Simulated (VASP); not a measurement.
# LaMg6Si (Amm2) in VASP: a series of runs

The runs below take LaMg6Si through single point, atomic charges, with LDA, optB88-vdW, r2SCAN+D3(BJ).

Everything below comes from runs of VASP 6.6.1. Logs are shortened: lines on timing, memory, paths and dates and some standing lists are left out, and cuts for length are marked.

### Step 1. The structure

Symmetry: Amm2, No. 38, orthorhombic system. The conventional cell has a = 4.900 Å, b = 5.912 Å, c = 13.461 Å, α = 90.00°, β = 90.00°, γ = 90.00°. La (site symmetry mm2) has 2 Si at 3.10 Å and 6 Mg at 3.30 to 3.32 Å as nearest neighbours. Around Si (site symmetry mm2) lie 8 Mg at 2.94 to 3.23 Å and 2 La at 3.10 Å. Around Mg (site symmetry mm2) lie 8 Mg at 3.13 to 3.54 Å and 2 Si at 3.23 Å. Around Mg (site symmetry mm2) lie 8 Mg at 3.06 to 3.20 Å and 2 La at 3.30 Å. Mg (site symmetry m) is surrounded by 6 Mg at 2.94 to 3.21 Å and 2 Si at 2.95 Å and 2 La at 3.32 Å. Mg (site symmetry m) has 6 Mg at 2.91 to 3.06 Å and 1 Si at 2.94 Å as nearest neighbours.

The cell comes from a database or a generator and needn't be the stable form of this composition.

### Step 2. Single point, LDA

INCAR

```
SYSTEM = LaMg6Si
PREC = Accurate
ENCUT = 500
EDIFF = 1E-6
ISMEAR = 0
SIGMA = 0.02
LREAL = .FALSE.
LASPH = .TRUE.
NELM = 60
ALGO = Fast
ISIF = 2
LWAVE = .FALSE.
LCHARG = .TRUE.
LELF = .TRUE.
LVHAR = .TRUE.
NBANDS = 24
```

KPOINTS

```
regular mesh
0
G
  6 5 5
  0 0 0
```

POSCAR

```
LaMg6Si
1.0
    4.9002060000      0.0000000000      0.0000000000
    0.0000000000      2.9561180000      6.7304940000
    0.0000000000     -2.9561180000      6.7304940000
La Si Mg
1 1 6
Cartesian
    2.4501030000      0.0000000000      2.6574951729
    2.4501030000      0.0000000000      8.4650499917
    0.0000000000      0.0000000000     10.5679793810
    0.0000000000      0.0000000000      4.8716796281
    0.0000000000     -1.4684397920      7.7099693308
    0.0000000000      1.4684397920      7.7099693308
    2.4501030000     -1.5001973677      5.9308776603
    2.4501030000      1.5001973677      5.9308776603
```

Potentials or basis: VASP PAW LDA potentials, release 64 (La, Si, Mg).

Launch:

```
> cat potpaw_LDA.64/La/POTCAR potpaw_LDA.64/Si/POTCAR potpaw_LDA.64/Mg/POTCAR > POTCAR
> mpirun -np 1 vasp_std > vasp.out
```

OUTCAR:

```text
SYSTEM = LaMg6Si
   PREC = Accurate
   ENCUT = 500
   EDIFF = 1E-6
   ISMEAR = 0
   LREAL = .FALSE.
   LASPH = .TRUE.
   NELM = 60
   ISIF = 2

 ion  position               nearest neighbor table
   1  0.500  0.197  0.197-   2 3.10   2 3.10   4 3.30   4 3.30   6 3.32   5 3.32   5 3.32   6 3.32
                             8 3.60   7 3.60
   2  0.500  0.629  0.629-   7 2.94   8 2.94   5 2.95   6 2.95   5 2.95   6 2.95   1 3.10   1 3.10
                             3 3.23   3 3.23
   3  0.000  0.785  0.785-   4 3.13   4 3.13   5 3.21   6 3.21   2 3.23   2 3.23   8 3.54   7 3.54
                             7 3.54   8 3.54
   4  0.000  0.362  0.362-   7 3.06   8 3.06   7 3.06   8 3.06   3 3.13   3 3.13   5 3.20   6 3.20
                             1 3.30   1 3.30
   5  0.000  0.324  0.821-   6 2.94   2 2.95   2 2.95   6 2.98   7 3.03   7 3.03   4 3.20   3 3.21
                             1 3.32   1 3.32
   6  0.000  0.821  0.324-   5 2.94   2 2.95   2 2.95   5 2.98   8 3.03   8 3.03   4 3.20   3 3.21
                             1 3.32   1 3.32
   7  0.500  0.187  0.694-   8 2.91   2 2.94   8 3.00   5 3.03   5 3.03   4 3.06   4 3.06   3 3.54
                             3 3.54   1 3.60
   8  0.500  0.694  0.187-   7 2.91   2 2.94   7 3.00   6 3.03   6 3.03   4 3.06   4 3.06   3 3.54
                             3 3.54   1 3.60

  LATTYP: Found a base centered orthorhombic cell.
 ALAT       =     5.9122360000
 B/A-ratio  =     2.2768015350
 C/A-ratio  =     0.8288244921

  Lattice vectors:

 A1 = (   0.0000000000,   2.9561180000,  -6.7304940000)
 A2 = (   0.0000000000,   2.9561180000,   6.7304940000)
 A3 = (   4.9002060000,   0.0000000000,   0.0000000000)

Analysis of symmetry for initial positions (statically):
=====================================================================
 Subroutine PRICEL returns:
 Original cell was already a primitive cell.

 Routine SETGRP: Setting up the symmetry group for a
 base centered orthorhombic supercell.

 Subroutine GETGRP returns: Found  4 space group operations
 (whereof  4 operations were pure point group operations)
 out of a pool of  8 trial point group operations.

The static configuration has the point symmetry C_2v.

Analysis of symmetry for dynamics (positions and initial velocities):
=====================================================================
 Subroutine PRICEL returns:
 Original cell was already a primitive cell.

 Routine SETGRP: Setting up the symmetry group for a
 base centered orthorhombic supercell.

 Subroutine GETGRP returns: Found  4 space group operations
 (whereof  4 operations were pure point group operations)
 out of a pool of  8 trial point group operations.

The dynamic configuration has the point symmetry C_2v.

 Subroutine INISYM returns: Found  4 space group operations
 (whereof  4 operations are pure point group operations),
 and found     1 'primitive' translations

----------------------------------------------------------------------------------------

                                     Primitive cell

  volume of cell :     194.9903

  direct lattice vectors                    reciprocal lattice vectors
     4.900206000  0.000000000  0.000000000     0.204073053  0.000000000  0.000000000
     0.000000000  2.956118000  6.730494000     0.000000000  0.169140745  0.074288752
     0.000000000 -2.956118000  6.730494000     0.000000000 -0.169140745  0.074288752

  length of vectors
     4.900206000  7.351066801  7.351066801     0.204073053  0.184736056  0.184736056

  position of ions in fractional coordinates (direct lattice)
     0.500000000  0.197422000  0.197422000
     0.500000000  0.628858000  0.628858000
     0.000000000  0.785082000  0.785082000
     0.000000000  0.361911000  0.361911000
     0.000000000  0.324391000  0.821137000
     0.000000000  0.821137000  0.324391000
     0.500000000  0.186853000  0.694342000
     0.500000000  0.694342000  0.186853000

  ion indices of the primitive-cell ions
   primitive index   ion index
                 1           1
                 2           2
                 3           3
                 4           4
                 5           5
                 6           6
                 7           7
                 8           8

----------------------------------------------------------------------------------------

 KPOINTS: regular mesh

Automatic generation of k-mesh.
 Grid dimensions read from file:
 generate k-points for:    6    5    5

 Generating k-lattice:

  Cartesian coordinates                     Fractional coordinates (reciprocal lattice)
     0.034012176  0.000000000  0.000000000     0.166666667  0.000000000  0.000000000
     0.000000000  0.033828149  0.014857750     0.000000000  0.200000000  0.000000000
     0.000000000 -0.033828149  0.014857750     0.000000000  0.000000000  0.200000000

  Length of vectors
     0.034012176  0.036947211  0.036947211

  Shift w.r.t. Gamma in fractional coordinates (k-lattice)
     0.000000000  0.000000000  0.000000000

 Subroutine IBZKPT returns following result:
 ===========================================

 Found     36 irreducible k-points:

 Following reciprocal coordinates:
            Coordinates               Weight
  0.000000  0.000000  0.000000      1.000000
  0.166667  0.000000  0.000000      2.000000
  0.333333  0.000000  0.000000      2.000000
  0.500000  0.000000  0.000000      1.000000
  0.000000  0.200000 -0.000000      4.000000
  0.166667  0.200000 -0.000000      8.000000
[... 16 lines left out ...]
  0.333333 -0.400000  0.200000      8.000000
  0.500000 -0.400000  0.200000      4.000000
 [... further k-points ...]
   k-points           NKPTS =     36   k-points in BZ     NKDIM =     36   number of bands    NBANDS=     24
   number of dos      NEDOS =    301   number of ions     NIONS =      8
   total plane-waves  NPLWV = 104976
   dimension x,y,z NGX =    36 NGY =   54 NGZ =   54
   dimension x,y,z NGXF=    72 NGYF=  108 NGZF=  108
   ions per type =               1   1   6
   NGX,Y,Z   is equivalent  to a cutoff of  12.21, 12.21, 12.21 a.u.
   NGXF,Y,Z  is equivalent  to a cutoff of  24.43, 24.42, 24.42 a.u.
 SYSTEM =  LaMg6Si
   PREC   = accura    normal or accurate (medium, high low for compatibility)
   ISTART =      0    job   : 0-new  1-cont  2-samecut
   ICHARG =      2    charge: 1-file 2-atom 10-const
   ISPIN  =      1    spin polarized calculation?
   LNONCOLLINEAR =      F non collinear calculations
   LSORBIT =      F    spin-orbit coupling
   LASPH  =      T    aspherical Exc in radial PAW
   ENCUT  =  500.0 eV  36.75 Ry    6.06 a.u.   8.93 13.40 13.40*2*pi/ulx,y,z
   NELM   =     60;   NELMIN=  2; NELMDL= -5     # of ELM steps
   EDIFF  = 0.1E-05   stopping-criterion for ELM
   LREAL  =      F    real-space projection
   EDIFFG = 0.1E-04   stopping-criterion for IOM
   NSW    =      0    number of steps for IOM
   IBRION =     -1    ionic relax: 0-MD 1-quasi-New 2-CG
   NFREE  =      0    steps in history (QN), initial steepest desc. (CG)
   ISIF   =      2    stress and relaxation
   ISYM   =      2    0-nonsym 1-usesym 2-fastsym
   POTIM  = 0.5000    time-step for ionic-motion
   TEBEG  =    0.0;   TEEND  =   0.0 temperature during run
   PSTRESS=    0.0 pullay stress
   NELECT =      27.0000    total number of electrons
   NUPDOWN=      -1.0000    fix difference up-down
   EMIN   =  10.00;   EMAX   =-10.00  energy-range for DOS
   EFERMI =   0.00;   METHOD = LEGACY
   ISMEAR =     0;   SIGMA  =   0.02  broadening in eV -4-tet -1-fermi 0-gaus
   EFERMI_NEDOS =   21; number of points for ismear=-14 and -15
   IALGO  =     68    algorithm
   IMIX   =      4    mixing-type and parameters
     AMIX     =   0.40;   BMIX     =  1.00
     AMIX_MAG =   1.60;   BMIX_MAG =  1.00
  volume/ion in A,a.u.               =      24.37       164.48
  Fermi-wavevector in a.u.,A,eV,Ry     =   0.846951  1.600506  9.759818  0.717326
  Thomas-Fermi vector in A             =   1.962380
   LORBIT       =      0    0 simple, 1 ext, 2 COOP (PROOUT), +10 PAW based schemes
   GGA     = CA    functional components
   LHFCALC =     F    Hartree Fock is set to
   AEXX    =    0.0000 exact exchange contribution
   IVDW    =     0    specifies the selected vdW correction
   LEPSILON=     F    determine dielectric tensor
   LRPA    =     F    only Hartree local field effects (RPA)
 non-spin polarized calculation
 RMM-DIIS sequential band-by-band and
 Gauss-broadening in eV      SIGMA  =   0.02
  energy-cutoff  :      500.00
  volume of cell :      194.99
 maximum number of plane-waves:      4998
 NGX is ok and might be reduce to    36
   NGX = 17   NGY = 27   NGZ = 27

 number of electron      27.0000001 magnetization

 Free energy of the ion-electron system (eV)
  ---------------------------------------------------
  ext. energy  EPLUGINS =         0.00000000
  ---------------------------------------------------
  free energy    TOTEN  =       -22.80066736 eV

  energy without entropy =      -22.79837913  energy(sigma->0) =      -22.79952325

 E-fermi :   3.6985     XC(G=0):  -8.9773

 val. band max:        3.6956500654   @ k =   0.1667  -0.4000   0.2000
 cond. band min:       3.7025504141   @ k =   0.5000   0.2000   0.2000
 fundamental gap:      0.0069003487
 Fermi energy:         3.6984785176

 k-point     1 :       0.0000    0.0000    0.0000
  band No.  band energies     occupation
      1     -28.9029      2.00000
      2     -12.7066      2.00000
      3     -12.7056      2.00000
      4     -12.6867      2.00000
      5      -4.4202      2.00000
      6      -1.2488      2.00000
[... 16 lines left out ...]
     23       5.5841      0.00000
     24       5.7189      0.00000

 k-point     2 :       0.1667    0.0000    0.0000
  band No.  band energies     occupation
      1     -28.9024      2.00000
      2     -12.7072      2.00000
      3     -12.7038      2.00000
      4     -12.7035      2.00000
      5      -4.2993      2.00000
      6      -1.1683      2.00000
[... 586 lines left out ...]
 k-point    24 :       0.5000   -0.4000    0.2000
  band No.  band energies     occupation
      1     -28.9003      2.00000
      2     -12.7648      2.00000
      3     -12.7238      2.00000
      4     -12.6950      2.00000
      5      -3.4609      2.00000
      6      -1.0811      2.00000
[... 16 lines left out ...]
     23       5.5694      0.00000
     24       6.1881      0.00000

 [... further k-points ...]

------------------------ aborting loop because EDIFF is reached ----------------------------------------

  FORCE on cell =-STRESS in cart. coord.  units (eV):
  Direction    XX          YY          ZZ          XY          YZ          ZX
  --------------------------------------------------------------------------------------
  -------------------------------------------------------------------------------------
  Total       -3.4967520     -3.3420721     -3.4956425      0.0000000      0.0000000      0.0000000
  in kB      -28.7317699    -27.4608107    -28.7226531      0.0000000      0.0000000      0.0000000
  external PRESSURE =     -28.3050779 kB  Pullay stress =       0.0000000 kB

 VOLUME and BASIS-vectors are now :
 -----------------------------------------------------------------------------
  energy-cutoff  :      500.00
  volume of cell :      194.99
      direct lattice vectors                 reciprocal lattice vectors
     4.900206000  0.000000000  0.000000000     0.204073053  0.000000000  0.000000000
     0.000000000  2.956118000  6.730494000     0.000000000  0.169140745  0.074288752
     0.000000000 -2.956118000  6.730494000     0.000000000 -0.169140745  0.074288752

 POSITION                                       TOTAL-FORCE (eV/Angst)
 -----------------------------------------------------------------------------------
      2.45010      0.00000      2.65750         0.000000      0.000000     -0.057285
      2.45010      0.00000      8.46505         0.000000      0.000000     -0.044236
      0.00000      0.00000     10.56798         0.000000      0.000000     -0.046310
      0.00000      0.00000      4.87168         0.000000      0.000000      0.009414
      0.00000     -1.46844      7.70997         0.000000     -0.017225      0.039234
      0.00000      1.46844      7.70997         0.000000      0.017225      0.039234
      2.45010     -1.50020      5.93088         0.000000      0.017544      0.029974
      2.45010      1.50020      5.93088         0.000000     -0.017544      0.029974
 -----------------------------------------------------------------------------------
    total drift:                                0.000000      0.000000     -0.004605

  FREE ENERGIE OF THE ION-ELECTRON SYSTEM (eV)
  ---------------------------------------------------
  free  energy   TOTEN  =       -22.8006673608 eV

  energy  without entropy=      -22.7983791324  energy(sigma->0) =      -22.79952325
```

It took 5.9 min on 1 thread of Intel Xeon 6975P-C (Granite Rapids), shared host; peak memory 0.36 GiB.

What came out:

```yaml
Free_energy: -22.8007 eV
Pressure: -2.8 GPa
Largest_force: 0.057 eV/Å
Band_gap_on_the_k_mesh: none (metal or under the smearing width)
```

Forces in eV/Å, atoms in the order of the input:
```
La   0.000  0.000 -0.057
Si   0.000  0.000 -0.044
Mg   0.000  0.000 -0.046
Mg   0.000  0.000  0.009
Mg   0.000 -0.017  0.039
Mg   0.000  0.017  0.039
Mg   0.000  0.018  0.030
Mg   0.000 -0.018  0.030
```

Stress tensor (GPa, compression positive):
```
-2.87  0.00  0.00
 0.00 -2.75  0.00
 0.00  0.00 -2.87
```

Spin-orbit coupling is left out, which matters for the levels of La.

### Step 3. Single point, LDA

run.py

```python
from ase.calculators.vasp import Vasp
from ase.dft.bandgap import bandgap
from ase.io import read

atoms = read('POSCAR')
calc = Vasp(
    directory='calc',
    xc='lda',
    pp='LDA',
    setups='minimal',
    prec='Accurate',
    encut=500,
    ediff=1e-07,
    ismear=0,
    sigma=0.02,
    lreal=False,
    lasph=True,
    nelm=80,
    algo='Normal',
    isif=2,
    lwave=False,
    lcharg=False,
    kpts=[6, 5, 5],
    gamma=True,
)
atoms.calc = calc

print('energy (eV):', atoms.get_potential_energy())
print('free energy (eV):', atoms.get_potential_energy(force_consistent=True))
print('forces (eV/A):')
print(atoms.get_forces())
print('stress (eV/A^3, Voigt):', atoms.get_stress())
print('Fermi level (eV):', calc.get_fermi_level())
gap, top, bottom = bandgap(calc)
print('band gap (eV):', gap, 'from (spin, k, band)', top, 'to', bottom)
```

POSCAR

```
LaMg6Si
1.0
    4.9002060000      0.0000000000      0.0000000000
    0.0000000000      2.9561180000      6.7304940000
    0.0000000000     -2.9561180000      6.7304940000
La Si Mg
1 1 6
Direct
    0.5000000000      0.1974220000      0.1974220000
    0.5000000000      0.6288580000      0.6288580000
    0.0000000000      0.7850820000      0.7850820000
    0.0000000000      0.3619110000      0.3619110000
    0.0000000000      0.3243910000      0.8211370000
    0.0000000000      0.8211370000      0.3243910000
    0.5000000000      0.1868530000      0.6943420000
    0.5000000000      0.6943420000      0.1868530000
```

Potentials or basis: VASP PAW LDA potentials, release 64 (La, Si, Mg).

Launch:

```
> python run.py
```

Run time: 89 s. Hardware: 1 thread of Intel Xeon 6975P-C (Granite Rapids), shared host; peak memory 0.35 GiB.

The run converged. Its results:

```
Free energy            : -22.8007 eV
Pressure               : -2.8 GPa
Largest force          : 0.055 eV/Å
Band gap on the k mesh : none (metal or under the smearing width)
```

Forces on the atoms (eV/Å):
```
La   0.000  0.000 -0.055
Si   0.000  0.000 -0.044
Mg   0.000  0.000 -0.047
Mg   0.000  0.000  0.008
Mg   0.000 -0.018  0.039
Mg   0.000  0.018  0.039
Mg   0.000  0.018  0.030
Mg   0.000 -0.018  0.030
```

Stress tensor (GPa, compression positive):
```
-2.87  0.00  0.00
 0.00 -2.74  0.00
 0.00  0.00 -2.86
```

Levels at points of the mesh, in eV from the Fermi level:
| k point | band 11 | band 12 | band 13 | band 14 | band 15 | band 16 |
| --- | --- | --- | --- | --- | --- | --- |
| (0.00, 0.00, 0.00) | -1.43 | -0.96 | -0.17 | 0.25 | 0.93 | 1.13 |
| (0.50, 0.00, 0.00) | -1.89 | -1.18 | -0.76 | -0.41 | -0.11 | 0.83 |

[end of part 1 of 2]
